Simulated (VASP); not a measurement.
These are PBE GGA, VASP's PBE PAW potentials (set 64) (plane waves; VASP) values and carry that method's errors.

VASP ran on this input.

KPOINTS:
```
K-points
0
G
 8 8 8
0.5 0.5 0.5
```

### POSCAR
```
ZnS
63.2190720
  0.0611275977   0.0000000000   0.0000000000
 -0.0305637988   0.0529380596   0.0000000000
  0.0000000000   0.0000000000   0.5000000000
Zn S
10 10
Direct
  0.6666670000   0.3333330000   0.2000000000
  0.3333330000   0.6666670000   0.7000000000
  0.0000000000   0.0000000000   0.8000000000
  0.0000000000   0.0000000000   0.3000000000
  0.6666670000   0.3333330000   0.9000000000
  0.3333330000   0.6666670000   0.4000000000
  0.3333330000   0.6666670000   0.1001000000
  0.6666670000   0.3333330000   0.6001000000
  0.0000000000   0.0000000000   0.0001000000
  0.0000000000   0.0000000000   0.5001000000
  0.6666670000   0.3333330000   0.2749000000
  0.3333330000   0.6666670000   0.7749000000
  0.0000000000   0.0000000000   0.0750000000
  0.0000000000   0.0000000000   0.5750000000
  0.6666670000   0.3333330000   0.6750000000
  0.3333330000   0.6666670000   0.1750000000
  0.0000000000   0.0000000000   0.8749000000
  0.0000000000   0.0000000000   0.3749000000
  0.3333330000   0.6666670000   0.4751000000
  0.6666670000   0.3333330000   0.9751000000
```

**INCAR**
```
SYSTEM = ZnS
PREC = Accurate; ENCUT = 150; LREAL = Auto
LASPH = .TRUE.
EDIFF = 1E-6; NELM = 100; ALGO = Normal
LMAXMIX = 4
ISMEAR = 0; SIGMA = 0.01
GGA = PE
ISIF = 2
LWAVE = .FALSE.; LCHARG = .FALSE.
```

POTCAR, in this order: Zn S (PBE.64 set). Program: vasp_std.

Output

**OSZICAR**
```
       N       E                     dE             d eps       ncg     rms          rms(c)
DAV:   1     0.629122519482E+03    0.62912E+03   -0.42810E+04 17304   0.645E+02
DAV:   2     0.132157393539E+02   -0.61591E+03   -0.59378E+03 19256   0.196E+02
DAV:   3    -0.270298759877E+02   -0.40246E+02   -0.39959E+02 19604   0.491E+01
DAV:   4    -0.276611636374E+02   -0.63129E+00   -0.62949E+00 19640   0.664E+00
DAV:   5    -0.276709550241E+02   -0.97914E-02   -0.97822E-02 19580   0.739E-01    0.679E+01
DAV:   6     0.366986910009E+01    0.31341E+02   -0.11951E+02 17680   0.889E+01    0.348E+01
DAV:   7     0.730109831693E+00   -0.29398E+01   -0.38345E+01 18424   0.170E+01    0.198E+01
DAV:   8     0.136949399589E+01    0.63938E+00   -0.30691E+00 18144   0.742E+00    0.303E+00
DAV:   9     0.135997673339E+01   -0.95173E-02   -0.33290E-01 19040   0.157E+00    0.327E+00
DAV:  10     0.136122333699E+01    0.12466E-02   -0.11084E-02 19840   0.308E-01    0.429E+00
DAV:  11     0.135659536076E+01   -0.46280E-02   -0.21750E-02 18076   0.342E-01    0.489E-01
DAV:  12     0.135705927160E+01    0.46391E-03   -0.15812E-03 18880   0.113E-01    0.291E-01
DAV:  13     0.135738095946E+01    0.32169E-03   -0.33600E-04 19172   0.410E-02    0.191E-01
DAV:  14     0.135751946648E+01    0.13851E-03   -0.73704E-04 18704   0.549E-02    0.627E-02
DAV:  15     0.135749726738E+01   -0.22199E-04   -0.50097E-05 19192   0.167E-02    0.258E-02
DAV:  16     0.135749869111E+01    0.14237E-05   -0.43020E-06 14600   0.755E-03    0.166E-02
DAV:  17     0.135749980882E+01    0.11177E-05   -0.38242E-06 15088   0.537E-03    0.291E-03
DAV:  18     0.135749962998E+01   -0.17884E-06   -0.25105E-07  9680   0.159E-03
   1 F= 0.13574996E+01 E0= 0.13574996E+01  d E =-.671052E-42
```

File OUTCAR:
```
------------------------ aborting loop because EDIFF is reached ----------------------------------------
  FORCE on cell =-STRESS in cart. coord.  units (eV):
  Direction    XX          YY          ZZ          XY          YZ          ZX
  --------------------------------------------------------------------------------------
  Total     -580.4561225   -580.4562782   -580.6686302      0.0000000      0.0000000      0.0000000
  in kB    -2274.8893533  -2274.8899635  -2275.7222009      0.0000000      0.0000000      0.0000000
  external PRESSURE =   -2275.1671726 kB  Pullay stress =       0.0000000 kB
  volume of cell :      408.81
      direct lattice vectors                 reciprocal lattice vectors
     3.864430000  0.000000000  0.000000000     0.258770375  0.149401126  0.000000000
    -1.932215000  3.346695000  0.000000000     0.000000000  0.298802251  0.000000000
     0.000000000  0.000000000 31.609536000     0.000000000  0.000000000  0.031636023
  FREE ENERGIE OF THE ION-ELECTRON SYSTEM (eV)
  ---------------------------------------------------
  free  energy   TOTEN  =         1.3574996300 eV

  energy  without entropy=        1.3574996300  energy(sigma->0) =        1.35749963
```
(Selected blocks of OUTCAR.)

At this cut-off the stress carries a Pulay error, which pulls relaxed volumes low.

The structure comes from a computed database's ZnS entry; how it stands against other phases isn't given here. The cell was not relaxed at this level. The run is one of a series of settings (ENCUT = 150, KPOINTS 8×8×8 Γ-centred mesh shifted by (0.5, 0.5, 0.5) against the base run), some of them coarse on purpose.
